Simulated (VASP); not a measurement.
```yaml
crystal:
  lattice:
    - [4.14942, 0.00000, 0.00000]
    - [-2.07471, 3.59350, 0.00000]
    - [0.00000, 0.00000, 8.53862]
  atoms:
    - { symbol: Sc, position: [0.33333, 0.66667, 0.02325] }
    - { symbol: Sc, position: [0.66667, 0.33333, 0.52325] }
    - { symbol: Te, position: [0.33333, 0.66667, 0.35175] }
    - { symbol: Te, position: [0.66667, 0.33333, 0.85175] }
```

All values below come from PBEsol GGA, VASP's PBE PAW potentials (set 64) (plane waves; VASP). Settings: 400 eV cut-off, Gaussian smearing of 0.050 eV, potentials Sc_sv Te.

Question: Give the energies of bands 11 to 20 at the high-symmetry points, in eV from the Fermi level.

Answer: 
```json
[
 {"band": "11", "Γ": "-5.17", "M": "-4.71", "K": "-4.03", "A": "-4.50", "L": "-4.77", "H": "-4.19"},
 {"band": "12", "Γ": "-3.66", "M": "-4.62", "K": "-4.03", "A": "-4.50", "L": "-4.77", "H": "-4.19"},
 {"band": "13", "Γ": "-2.29", "M": "-3.74", "K": "-3.92", "A": "-2.16", "L": "-3.38", "H": "-4.03"},
 {"band": "14", "Γ": "-2.29", "M": "-3.33", "K": "-3.92", "A": "-2.16", "L": "-3.38", "H": "-4.03"},
 {"band": "15", "Γ": "-2.00", "M": "-2.71", "K": "-3.40", "A": "-2.16", "L": "-2.54", "H": "-3.02"},
 {"band": "16", "Γ": "-2.00", "M": "-2.34", "K": "-3.40", "A": "-2.16", "L": "-2.54", "H": "-3.02"},
 {"band": "17", "Γ": "0.32", "M": "-0.29", "K": "0.05", "A": "0.66", "L": "-0.15", "H": "0.12"},
 {"band": "18", "Γ": "0.39", "M": "-0.21", "K": "0.27", "A": "0.67", "L": "-0.15", "H": "0.12"},
 {"band": "19", "Γ": "0.69", "M": "0.71", "K": "0.53", "A": "0.86", "L": "0.74", "H": "0.50"},
 {"band": "20", "Γ": "0.69", "M": "1.22", "K": "0.53", "A": "0.86", "L": "0.74", "H": "0.50"}
]
```

It has no gap at this level: it comes out as a metal or semimetal.

The structure was generated: ScTe was put into the wurtzite type (P6_3mc), which need not be its known phase. It was relaxed first, which changed the volume by -29 %.
